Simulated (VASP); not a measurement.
Here is the system:

```
CELL_PARAMETERS angstrom
      0.03800     1.90000     1.90000
      1.90000     0.03800     1.90000
      1.93800     1.93800     0.00000
ATOMIC_POSITIONS crystal
  Rh 0.00000 0.00000 0.00000
```

These are r2SCAN meta-GGA, VASP's PBE PAW potentials (set 64) (plane waves; VASP 6.6.1) values and carry that method's errors. Settings: 480 eV cut-off, 16×16×16 Γ-centred mesh, first-order Methfessel-Paxton smearing of 0.10 eV, potentials Rh_pv.

Task: Give the stress tensor in GPa (positive for a compressed cell).

Result: 
```
 2.08  -8.06   0.00
-8.06   2.08   0.00
 0.00   0.00   1.32
```
The pressure is its mean diagonal, 1.83 GPa.

The compound is Rh in the fcc structure. This cell was strained or had an atom moved on purpose.
